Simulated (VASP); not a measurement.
Calculation: PBE GGA, VASP's PBE PAW potentials (set 64) (plane waves; VASP 6.6.1).

VASP ran on this input.

### INCAR
```
! general
SYSTEM =GaAs
PREC   =Accurate
ENCUT  =520   ! plane-wave cut-off (eV)
LREAL  =.FALSE.   ! projection in real space or not
LASPH  =.TRUE.   ! aspherical one-centre terms

! electronic loop
EDIFF  =1E-7   ! SCF stop (eV)
NELM   =100   ! most electronic steps
ALGO   =Normal
LMAXMIX=4   ! l cut-off of mixed one-centre charges

! smearing
ISMEAR =0   ! Gaussian
SIGMA  =0.05   ! width (eV)

! functional
GGA    =PE

! ions
ISIF   =2   ! forces and stress, cell fixed

! output
LWAVE  =.FALSE.
LCHARG =.FALSE.
```

### POSCAR
```
GaAs
1
    0.0000000000     2.8152839870     2.8152839870
    2.8152839870     0.0000000000     2.8152839870
    2.8152839870     2.8152839870     0.0000000000
Ga As
1 1
Direct
  0.0000000000   0.0000000000   0.0000000000
  0.2500000000   0.2500000000   0.2500000000
```

File KPOINTS:
```
Automatic mesh
0
gamma
8 8 8
```

POTCAR, in this order: Ga_d As (PBE.64 set). Program: vasp_std.

**Question.** What does the run give for the energy per atom (σ→0), pressure, band gap (on the k-mesh)?

**Answer.** 
| Quantity | Result |
|---|---|
| energy per atom (σ→0) | -4.117 eV/atom |
| band gap (on the k-mesh) | 0.61 eV |
| pressure | 4.43 GPa |

### OSZICAR
```
...
DAV:   8    -0.823301723781E+01   -0.67327E-03   -0.10599E-02   859   0.146E+00    0.107E-01
DAV:   9    -0.823340428692E+01   -0.38705E-03   -0.10868E-03   920   0.467E-01    0.526E-02
DAV:  10    -0.823346735169E+01   -0.63065E-04   -0.83443E-05  1023   0.108E-01    0.287E-02
DAV:  11    -0.823351764710E+01   -0.50295E-04   -0.78419E-05   834   0.771E-02    0.348E-03
DAV:  12    -0.823351797778E+01   -0.33068E-06   -0.13869E-06   892   0.191E-02    0.143E-03
DAV:  13    -0.823351838013E+01   -0.40235E-06   -0.60169E-07   854   0.689E-03    0.669E-04
DAV:  14    -0.823351834881E+01    0.31315E-07   -0.19921E-08   497   0.195E-03
   1 F= -.82335183E+01 E0= -.82335183E+01  d E =-.247152E-14
```

The compound is GaAs in the zinc blende structure. This cell is one point of a volume scan, at 0.94 of the reference volume.
